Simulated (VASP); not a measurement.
Consider the following.

```
Cu
1.0
    0.00000     1.74774     1.74774
    1.74774     0.00000     1.74774
    1.74774     1.74774     0.00000
Cu
1
Direct
  0.00000   0.00000   0.00000
```

Method: PBE GGA with D3 dispersion (zero damping), VASP's PBE PAW potentials (set 64) (plane waves; VASP). Settings: 520 eV cut-off, 17×17×17 Γ-centred mesh, first-order Methfessel-Paxton smearing of 0.10 eV, potentials Cu.

Question: Give the stress tensor in GPa (positive for a compressed cell).

Answer: 
```
11.22   0.00   0.00
 0.00  11.22   0.00
 0.00   0.00  11.22
```
The pressure is its mean diagonal, 11.22 GPa.

The compound is Cu in the fcc structure. This cell is one point of a volume scan, at 0.94 of the reference volume.
